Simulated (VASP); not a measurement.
VASP runs on PbTe (rock salt) share one base input (PBE GGA, plane waves, VASP's PBE PAW potentials (set 64)) and change the settings named in each case.

**INCAR**
```
ALGO = Normal
EDIFF = 1E-6
ENCUT = 400
GGA = PE
ISIF = 2
ISMEAR = 0
LASPH = .True.
LCHARG = .False.
LMAXMIX = 4
LREAL = .False.
LWAVE = .False.
NELM = 100
PREC = Accurate
SIGMA = 0.05
SYSTEM = PbTe
```

### KPOINTS
```
Automatic mesh
0
Gamma
7 7 7
0 0 0
```

File POSCAR:
```
PbTe
1
    0.0000000000     3.2300000000     3.2300000000
    3.2300000000     0.0000000000     3.2300000000
    3.2300000000     3.2300000000     0.0000000000
Te Pb
1 1
Direct
  0.5000000000   0.5000000000   0.5000000000
  0.0000000000   0.0000000000   0.0000000000
```

POTCAR, in this order: Te Pb_d (PBE.64 set). Program: vasp_std.

```csv
change,E(σ→0) (eV/atom),pressure (GPa),irreducible k-points
base run,-3.7509,2.09,20
KPOINTS 2×2×2 Monkhorst-Pack mesh,-4.0300,0.30,2
KPOINTS 5×5×5 Monkhorst-Pack mesh,-3.7510,2.11,10
KPOINTS 7×7×7 Monkhorst-Pack mesh,-3.7509,2.09,20
KPOINTS 9×9×9 Monkhorst-Pack mesh,-3.7505,2.10,35
```
 Unless said otherwise, spin-orbit coupling is left out, though it shifts the bands of the heavy elements here.

Left out are runs that ran out of time, are held back, or changed the cell or the kind of run, fixed moments of cells without a moment, rows past the twelfth, gaps on odd meshes, pressures of charged cells and columns that move by less than the noise.

The compound is PbTe in the rock salt structure. The cell was not relaxed at this level.
